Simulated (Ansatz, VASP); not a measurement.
## HfB2 in two plane-wave programs

One calculation is typed for both programs; each brings its own data sets. How far apart do they land? The cell is taken from a series of runs on this material, whose earlier steps may have relaxed, scaled, displaced or heated it; both programs get it as it stands.

Main program and level: Ansatz 0.2.0; plane waves, with VASP 6.6.1 beside it; zone-centre phonons at PBEsol.

### Step 1. Set-up

Symmetry: P6/mmm, No. 191, hexagonal system. Conventional cell: a = 3.133 Å, b = 3.133 Å, c = 3.413 Å, α = 90.00°, β = 90.00°, γ = 120.00°. Nearest to B lie 3 B at 1.81 Å and 6 Hf at 2.49 Å. Nearest to Hf lie 12 B at 2.49 Å. Farther neighbours are not listed.

### Step 2. VASP: zone-centre phonons, PBEsol

Second derivatives magnify differences that forces hide, and they need a tight electronic threshold.

Lines of VASP's logs that name or quote its potential files are left out, and so is its time.

The input, INCAR:

```
SYSTEM = HfB2
PREC = Accurate
ENCUT = 500
EDIFF = 1E-08
NELM = 120
ISMEAR = 1
SIGMA = 0.2
LREAL = .FALSE.
ALGO = Normal
GGA = PS
NBANDS = 14
LASPH = .TRUE.
LORBIT = 11
LWAVE = .FALSE.
LCHARG = .FALSE.
ISIF = 2
IBRION = 8
GGA_COMPAT = .FALSE.
KPAR = 2
```

The input, POSCAR:

```
HfB2
1.0
    3.1331843022      0.0000000000      0.0000000000
   -1.5665921511      2.7134172004      0.0000000000
    0.0000000000      0.0000000000      3.4127270312
B Hf
2 1
Direct
    0.3333333333      0.6666666667      0.5000000000
    0.6666666667      0.3333333333      0.5000000000
    0.0000000000      0.0000000000      0.0000000000
```

The input, KPOINTS:

```
Automatic mesh
0
Gamma
15 15 12
0 0 0
```

The projector-augmented-wave data sets are B and Hf_pv (PBE family, release 64).

Launch:

```console
$ mpirun -np 2 vasp_std
```

Numbers of over 12 decimals in the logs are rounded to 6 here.

Log:

```text
[banner, memory and clock lines left out]
running    2 mpi-ranks, on    1 nodes
 distrk:  each k-point on    1 cores,    2 groups
 distr:  one band on    1 cores,    1 groups

 POSCAR found type information on POSCAR B Hf
 POSCAR found :  2 types and       3 ions
|                                                                             |
|               ----> ADVICE to this user running VASP <----                  |
|                                                                             |
|     You enforced a specific xc type in the INCAR file but a different       |
|     [... a line on the potential file left out ...]
|     I HOPE YOU KNOW WHAT YOU ARE DOING!                                     |
|                                                                             |

 LDA part: xc-table for (Slater+PW92), standard interpolation
 POSCAR, INCAR and KPOINTS ok, starting setup
 FFT: planning ... GRIDC
 FFT: planning ... GRID_SOFT
 FFT: planning ... GRID
 WAVECAR not read
 entering main loop
       N       E                     dE             d eps       ncg     rms          rms(c)
DAV:   1     0.266846754719E+02    0.26685E+02   -0.80413E+03  5300   0.106E+03
DAV:   2    -0.285239684502E+02   -0.55209E+02   -0.51876E+02  6834   0.226E+02
DAV:   3    -0.300295468672E+02   -0.15056E+01   -0.14983E+01  7082   0.279E+01
DAV:   4    -0.300360108752E+02   -0.64640E-02   -0.64626E-02  6084   0.225E+00
DAV:   5    -0.300360529270E+02   -0.42052E-04   -0.42051E-04  7062   0.157E-01    0.563E+01
DAV:   6    -0.279814584971E+02    0.20546E+01   -0.31662E+00  6408   0.123E+01    0.404E+01
DAV:   7    -0.279392058736E+02    0.42253E-01   -0.11666E+00  6732   0.771E+00    0.105E+01
DAV:   8    -0.278649617894E+02    0.74244E-01   -0.33586E-01  6336   0.425E+00    0.161E+00
DAV:   9    -0.278608601238E+02    0.41017E-02   -0.24674E-02  6198   0.125E+00    0.380E-01
DAV:  10    -0.278606762844E+02    0.18384E-03   -0.86742E-04  6576   0.248E-01    0.255E-01
DAV:  11    -0.278606821411E+02   -0.58567E-05   -0.56346E-05  6528   0.575E-02    0.813E-02
DAV:  12    -0.278606800834E+02    0.20577E-05   -0.40389E-06  6234   0.158E-02    0.211E-02
DAV:  13    -0.278606802125E+02   -0.12912E-06   -0.19271E-07  6762   0.365E-03    0.318E-03
DAV:  14    -0.278606802235E+02   -0.11035E-07   -0.27326E-08  6212   0.134E-03    0.302E-03
DAV:  15    -0.278606802453E+02   -0.21766E-07   -0.28118E-09  2922   0.470E-04    0.773E-04
DAV:  16    -0.278606802453E+02   -0.18645E-10   -0.25541E-10  2832   0.148E-04
   1 F= -.27860680E+02 E0= -.27860747E+02  d E =0.198929E-03
 Linear response reoptimize wavefunctions to high precision
DAV:   1    -0.278606802431E+02    0.21830E-08   -0.10111E-10  2916   0.908E-05
DAV:   2    -0.278606802431E+02    0.17963E-10   -0.13345E-11  2760   0.332E-05
 Linear response DOF=           4
 Linear response progress:
  Degree of freedom:   1/  4
       N       E                     dE             d eps       ncg     rms          rms(c)
RMM:   1    -0.445878855120E-01   -0.44588E-01    0.25868E-02 53220   0.115E+00
RMM:   2    -0.433867539285E-01    0.12011E-02   -0.12242E-03 38099   0.202E-01    0.286E-01
RMM:   3    -0.432654222277E-01    0.12133E-03   -0.53624E-04 34077   0.117E-01    0.152E-01
RMM:   4    -0.437627615169E-01   -0.49734E-03   -0.51423E-04 34411   0.108E-01    0.199E-02
RMM:   5    -0.437252377913E-01    0.37524E-04   -0.16535E-05 37789   0.229E-02    0.641E-03
RMM:   6    -0.437225243623E-01    0.27134E-05   -0.73367E-07 39883   0.441E-03    0.187E-03
RMM:   7    -0.437181366588E-01    0.43877E-05   -0.10615E-07 39943   0.167E-03    0.903E-04
RMM:   8    -0.437191161954E-01   -0.97954E-06   -0.10270E-08 41663   0.364E-04    0.367E-04
RMM:   9    -0.437192349767E-01   -0.11878E-06   -0.90804E-09 42032   0.915E-05    0.160E-04
RMM:  10    -0.437193309843E-01   -0.96008E-07   -0.23859E-09 39405   0.475E-05    0.191E-05
RMM:  11    -0.437193599073E-01   -0.28923E-07   -0.15008E-09 41631   0.125E-05    0.114E-05
RMM:  12    -0.437193594650E-01    0.44225E-09    0.85008E-11 38084   0.412E-06    0.150E-05
 first order change of Fermi-energy   0.12676E-04
 force on displaced ion       1 direction 1 : -16.901  -0.001   0.000
 Linear response progress:
  Degree of freedom:   2/  4
       N       E                     dE             d eps       ncg     rms          rms(c)
RMM:   1    -0.451403485874E-01   -0.45140E-01    0.42951E-02 18318   0.129E+00
RMM:   2    -0.450888450927E-01    0.51503E-04   -0.10704E-03 13585   0.195E-01    0.445E-01
RMM:   3    -0.449767058028E-01    0.11214E-03   -0.69827E-04 12275   0.135E-01    0.215E-01
RMM:   4    -0.454052346275E-01   -0.42853E-03   -0.38197E-04 13345   0.917E-02    0.297E-02
RMM:   5    -0.454329603580E-01   -0.27726E-04   -0.20037E-05 13657   0.277E-02    0.867E-03
RMM:   6    -0.454308421522E-01    0.21182E-05   -0.11134E-06 13794   0.621E-03    0.260E-03
RMM:   7    -0.454186844185E-01    0.12158E-04   -0.17141E-07 13003   0.227E-03    0.426E-04
RMM:   8    -0.454185166355E-01    0.16778E-06   -0.60099E-09 14760   0.480E-04    0.113E-04
RMM:   9    -0.454185089259E-01    0.77096E-08    0.66100E-09 14908   0.932E-05    0.907E-05
 first order change of Fermi-energy  -0.53555E-04
 force on displaced ion       1 direction 3 :  -0.000   0.000 -10.570
 Linear response progress:
  Degree of freedom:   3/  4
       N       E                     dE             d eps       ncg     rms          rms(c)
RMM:   1    -0.205805381509E+00   -0.20581E+00    0.46523E+00 13872   0.125E+01
RMM:   2    -0.204139626123E+00    0.16658E-02   -0.32867E-02 19251   0.125E+00    0.518E-01
RMM:   3    -0.203494524919E+00    0.64510E-03   -0.10781E-03 25337   0.166E-01    0.238E-01
RMM:   4    -0.203022120599E+00    0.47240E-03   -0.75843E-05 26405   0.539E-02    0.145E-01
RMM:   5    -0.202576577646E+00    0.44554E-03   -0.26977E-05 26542   0.371E-02    0.119E-02
RMM:   6    -0.202567763804E+00    0.88138E-05   -0.22074E-06 25886   0.103E-02    0.409E-03
RMM:   7    -0.202580892423E+00   -0.13129E-04    0.38209E-07 28062   0.241E-03    0.399E-03
RMM:   8    -0.202580389523E+00    0.50290E-06   -0.10218E-07 26769   0.581E-04    0.538E-04
RMM:   9    -0.202580038470E+00    0.35105E-06   -0.21690E-07 28243   0.231E-04    0.411E-04
RMM:  10    -0.202580339357E+00   -0.30089E-06   -0.23854E-07 27688   0.747E-05    0.969E-06
RMM:  11    -0.202580337703E+00    0.16537E-08   -0.80005E-08 28624   0.269E-05    0.244E-05
 first order change of Fermi-energy   0.65206E-04
 force on displaced ion       3 direction 1 : -14.925  -0.000   0.000
 Linear response progress:
  Degree of freedom:   4/  4
       N       E                     dE             d eps       ncg     rms          rms(c)
RMM:   1    -0.226792809533E+00   -0.22679E+00    0.45441E+00  6050   0.127E+01
RMM:   2    -0.224943899683E+00    0.18489E-02   -0.38228E-02  8142   0.132E+00    0.841E-01
RMM:   3    -0.224462582874E+00    0.48132E-03   -0.20535E-03 10615   0.207E-01    0.424E-01
RMM:   4    -0.224052694294E+00    0.40989E-03   -0.20880E-04 10162   0.754E-02    0.166E-01
RMM:   5    -0.223816014688E+00    0.23668E-03   -0.25368E-05 10685   0.318E-02    0.245E-02
RMM:   6    -0.223755141516E+00    0.60873E-04   -0.29762E-06 10721   0.988E-03    0.434E-03
RMM:   7    -0.223768484093E+00   -0.13343E-04    0.80869E-06 11416   0.323E-03    0.467E-03
RMM:   8    -0.223763894014E+00    0.45901E-05    0.17405E-05 11601   0.929E-04    0.133E-03
RMM:   9    -0.223762657455E+00    0.12366E-05    0.10332E-05 11625   0.335E-04    0.154E-04
RMM:  10    -0.223762552546E+00    0.10491E-06    0.51270E-06 12324   0.127E-04    0.621E-05
RMM:  11    -0.223762489002E+00    0.63544E-07    0.24780E-06 12183   0.536E-05    0.565E-05
RMM:  12    -0.223762471141E+00    0.17861E-07    0.13181E-06 11471   0.273E-05    0.479E-06
RMM:  13    -0.223762473342E+00   -0.22014E-08    0.66400E-07 10649   0.139E-05    0.936E-06
RMM:  14    -0.223762457357E+00    0.15986E-07    0.34803E-07  9772   0.783E-06    0.330E-06
RMM:  15    -0.223762457754E+00   -0.39681E-09    0.18088E-07  6985   0.412E-06    0.134E-06
RMM:  16    -0.223762453572E+00    0.41819E-08    0.99491E-08  6883   0.277E-06    0.597E-07
 first order change of Fermi-energy   0.13898E-03
 force on displaced ion       3 direction 3 :  -0.000  -0.000 -16.951
 Linear response finished
```

OUTCAR, selected parts (step 2):

```text
ion  position               nearest neighbor table
   1  0.333  0.667  0.500-   2 1.81   2 1.81   2 1.81   3 2.49   3 2.49   3 2.49   3 2.49   3 2.49
                             3 2.49
   2  0.667  0.333  0.500-   1 1.81   1 1.81   1 1.81   3 2.49   3 2.49   3 2.49   3 2.49   3 2.49
                             3 2.49
   3  0.000  0.000  0.000-   1 2.49   2 2.49   1 2.49   2 2.49   1 2.49   1 2.49   2 2.49   2 2.49
                             2 2.49   2 2.49   1 2.49   1 2.49

  LATTYP: Found a hexagonal cell.
 ALAT       =     3.1331843022
 C/A-ratio  =     1.0892200082

 Subroutine GETGRP returns: Found 24 space group operations
 (whereof 24 operations were pure point group operations)

The static configuration has the point symmetry D_6h.

 Found    189 irreducible k-points:

   k-points           NKPTS =    189   k-points in BZ     NKDIM =    189   number of bands    NBANDS=     14

   dimension x,y,z NGX =    24 NGY =   24 NGZ =   28
   dimension x,y,z NGXF=    48 NGYF=   48 NGZF=   56

   ENCUT  =  500.0 eV  36.75 Ry    6.06 a.u.   5.71  5.71  6.22*2*pi/ulx,y,z

   NELECT =      16.0000    total number of electrons

 k-points in reciprocal lattice and weights: Automatic mesh
   0.00000000  0.00000000  0.00000000       0.000
   0.06666667 -0.00000000  0.00000000       0.002
   0.13333333 -0.00000000  0.00000000       0.002
   0.20000000  0.00000000  0.00000000       0.002
   0.26666667 -0.00000000  0.00000000       0.002
   0.33333333 -0.00000000  0.00000000       0.002
   0.40000000 -0.00000000  0.00000000       0.002
   0.46666667 -0.00000000  0.00000000       0.002
   0.06666667  0.06666667  0.00000000       0.002
[...]
0.33333333  0.26666667  0.50000000       0.004
   0.33333333  0.33333333  0.50000000       0.001

 average (electrostatic) potential at core
       1 -24.9986       2 -24.9986       3 -33.8085

  Total       -0.0199508     -0.0199508      0.8180844      0.0000000     -0.0000000      0.0000000
  in kB       -1.1017109     -1.1017109     45.1756741      0.0000000     -0.0000000      0.0000000
  external PRESSURE =      14.3240841 kB  Pullay stress =       0.0000000 kB

  energy-cutoff  :      500.00
  volume of cell :       29.01
      direct lattice vectors                 reciprocal lattice vectors
     3.133184302  0.000000000  0.000000000     0.319164117  0.184269489  0.000000000
    -1.566592151  2.713417200  0.000000000     0.000000000  0.368538977  0.000000000
     0.000000000  0.000000000  3.412727031     0.000000000  0.000000000  0.293020799

 POSITION                                       TOTAL-FORCE (eV/Angst)
 -----------------------------------------------------------------------------------
     -0.00000      1.80894      1.70636         0.000000      0.000000     -0.000000
      1.56659      0.90447      1.70636        -0.000000     -0.000000      0.000000
      0.00000      0.00000      0.00000        -0.000000      0.000000      0.000000
 -----------------------------------------------------------------------------------
    total drift:                               -0.000000      0.000000      0.000000

 Eigenvectors and eigenvalues of the dynamical matrix
 ----------------------------------------------------

   1 f  =   24.398587 THz   153.300844 2PiTHz  813.849265 cm-1   100.904403 meV
             X         Y         Z           dx          dy          dz
     -0.000000  1.808945  1.706364    -0.707107   -0.000003    0.000000
      1.566592  0.904472  1.706364     0.707107    0.000003   -0.000000
      0.000000  0.000000  0.000000     0.000000   -0.000000    0.000000

   2 f  =   24.398587 THz   153.300844 2PiTHz  813.849265 cm-1   100.904403 meV
             X         Y         Z           dx          dy          dz
     -0.000000  1.808945  1.706364    -0.000003    0.707107    0.000000
      1.566592  0.904472  1.706364     0.000003   -0.707107   -0.000000
      0.000000  0.000000  0.000000    -0.000000    0.000000    0.000000

   3 f  =   16.925349 THz   106.345103 2PiTHz  564.568865 cm-1    69.997587 meV
             X         Y         Z           dx          dy          dz
     -0.000000  1.808945  1.706364    -0.000000    0.000000   -0.707107
      1.566592  0.904472  1.706364     0.000000    0.000000    0.707107
      0.000000  0.000000  0.000000     0.000000   -0.000000    0.000000

   4 f  =   14.650339 THz    92.050797 2PiTHz  488.682719 cm-1    60.588908 meV
             X         Y         Z           dx          dy          dz
     -0.000000  1.808945  1.706364     0.000000    0.000000    0.667781
      1.566592  0.904472  1.706364     0.000000    0.000000    0.667781
      0.000000  0.000000  0.000000     0.000000    0.000000   -0.328842

   5 f  =   13.757680 THz    86.442050 2PiTHz  458.906794 cm-1    56.897165 meV
             X         Y         Z           dx          dy          dz
     -0.000000  1.808945  1.706364     0.667842    0.000000    0.000000
      1.566592  0.904472  1.706364     0.667842   -0.000000   -0.000000
      0.000000  0.000000  0.000000    -0.328596   -0.000000    0.000000

   6 f  =   13.757680 THz    86.442050 2PiTHz  458.906794 cm-1    56.897165 meV
             X         Y         Z           dx          dy          dz
     -0.000000  1.808945  1.706364    -0.000000   -0.667842   -0.000000
      1.566592  0.904472  1.706364    -0.000000   -0.667842    0.000000
      0.000000  0.000000  0.000000    -0.000000    0.328596    0.000000

   7 f/i=    0.001650 THz     0.010366 2PiTHz    0.055030 cm-1     0.006823 meV
             X         Y         Z           dx          dy          dz
     -0.000000  1.808945  1.706364     0.220761    0.072470    0.000000
      1.566592  0.904472  1.706364     0.220761    0.072470    0.000000
      0.000000  0.000000  0.000000     0.897357    0.294578    0.000000

   8 f/i=    0.001650 THz     0.010366 2PiTHz    0.055030 cm-1     0.006823 meV
             X         Y         Z           dx          dy          dz
     -0.000000  1.808945  1.706364    -0.072470    0.220761    0.000000
      1.566592  0.904472  1.706364    -0.072470    0.220761    0.000000
      0.000000  0.000000  0.000000    -0.294578    0.897357    0.000000

   9 f/i=    0.002070 THz     0.013004 2PiTHz    0.069037 cm-1     0.008559 meV
             X         Y         Z           dx          dy          dz
     -0.000000  1.808945  1.706364     0.000000   -0.000000    0.232527
      1.566592  0.904472  1.706364     0.000000   -0.000000    0.232527
      0.000000  0.000000  0.000000     0.000000   -0.000000    0.944385

 ELASTIC MODULI CONTR FROM IONIC RELAXATION (kBar)
 Direction    XX          YY          ZZ          XY          YZ          ZX
 --------------------------------------------------------------------------------
 XX          -4.8581      4.8581      0.0000      0.0000      0.0000      0.0000
 YY           4.8581     -4.8581      0.0000     -0.0000      0.0000      0.0000
 ZZ           0.0000      0.0000      0.0000      0.0000      0.0000      0.0000
 XY           0.0000     -0.0000      0.0000     -4.8581      0.0000      0.0000
 YZ           0.0000      0.0000      0.0000      0.0000      0.0000      0.0000
 ZX           0.0000      0.0000      0.0000      0.0000      0.0000      0.0000
 --------------------------------------------------------------------------------
```

(Part 1 of 2 ends here.)

[Lines on the potential files, build, host, timing and source positions are cut from VASP's logs without a mark.]

[Logs are printed without paths, hosts, clocks, repeated set-up lines and the standing remarks that a program may print on its own settings, such as how far it seeks lower states.]

[Hosts, paths, dates, database ids (printed as entryN), source tags and the programs' standing remarks are cut or masked in the printed files.]
